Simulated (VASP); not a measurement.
Input of a VASP 6.6.1 run:

File INCAR:

```
SYSTEM = CsLiCr2Te2S3
PREC = Accurate ; ENCUT = 520
EDIFF = 1E-7 ; ISMEAR = -1
SIGMA = 0.05 ; LREAL = .False.
LASPH = .True. ; NELM = 150
ALGO = Normal ; ISIF = 2
LWAVE = .False. ; LCHARG = .False.
ISPIN = 2 ; MAGMOM = 0 0 3 3 0 0 0 0 0
LORBIT = 11 ; LMAXMIX = 4
GGA = PE ; NBANDS = 47
KPAR = 4
```

Contents of KPOINTS:

```
regular mesh
0
Gamma
  5 5 4
  0 0 0
```

The input POSCAR:

```
CsLiCr2Te2S3
1.0
    3.4216200000     -5.1806900000      0.0078400000
    3.4216200000      5.1806900000      0.0078400000
   -2.9041100000      0.0000000000      7.4309300000
Cs Li Cr Te S
1 1 2 2 3
Direct
    0.0853380000      0.0862210000      0.0051640000
    0.5839220000      0.5858820000      0.5585590000
    0.0636530000      0.4723630000      0.5622920000
    0.4696150000      0.0589730000      0.5565960000
    0.5627070000      0.8667330000      0.2845050000
    0.8733070000      0.5635280000      0.2953300000
    0.8115810000      0.3888590000      0.7298580000
    0.3964890000      0.8169270000      0.7336650000
    0.2064220000      0.2110570000      0.4826190000
```

Potentials or basis: VASP PAW PBE potentials, release 64 (Cs_sv, Li_sv, Cr_pv, Te, S).

Command:

```bash
$ cat potpaw_PBE.64/Cs_sv/POTCAR potpaw_PBE.64/Li_sv/POTCAR potpaw_PBE.64/Cr_pv/POTCAR potpaw_PBE.64/Te/POTCAR potpaw_PBE.64/S/POTCAR > POTCAR
$ mpirun -np 4 vasp_std > vasp.out
```

Question: What does it give for the largest force?

Answer: 0.565 eV/Å.

Question: Estimate the band gap on the k mesh.

Answer: None (metal or under the smearing width).

Question: What does it give for the site moments?

Answer: Cs -0.00; Li +0.00; Cr +2.19, +2.33; Te -0.19, -0.18; S -0.08 μB.

Forces in eV/Å, atoms in the order of the input:
```
Cs   0.019  0.001  0.042
Li   0.033 -0.010 -0.051
Cr  -0.075  0.115 -0.175
Cr  -0.272  0.028 -0.494
Te  -0.134  0.114  0.162
Te   0.047  0.024 -0.054
S    0.191  0.125  0.323
S    0.044 -0.132  0.178
S    0.149 -0.266  0.070
```

Caveat: only a ferromagnetic start was run, and an antiferromagnetic order may lie lower in energy. Spin-orbit coupling is left out, which matters for the levels of Cs, Te.
